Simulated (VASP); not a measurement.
Consider the following.

```
KI
1.0
    0.00000     3.57998     3.57998
    3.57998     0.00000     3.57998
    3.57998     3.57998     0.00000
K I
1 1
Direct
  0.00000   0.00000   0.00000
  0.50000   0.50000   0.50000
```

All values below come from optB86b-vdW, VASP's PBE PAW potentials (set 64) (plane waves; VASP 6.6.1). Settings: 520 eV cut-off, 7×7×7 Γ-centred mesh, Gaussian smearing of 0.050 eV, potentials K_sv I.

Unless said otherwise, spin-orbit coupling is left out, though it shifts the bands of the heavy elements here.

### Question
Estimate the energy per atom (σ→0), band gap (on the k-mesh) with the smallest direct gap where there is one.

### Answer

| Property | Value |
|---|---|
| band gap (on the k-mesh) | 3.81 eV |
| smallest direct gap (on the k-mesh) | 3.81 eV |
| energy per atom (σ→0) | -0.756 eV/atom |

The absolute energy has meaning only against runs of the same code, potentials and settings.

The compound is KI in the rock salt structure. This cell is one point of a volume scan, at 1.06 of the reference volume.
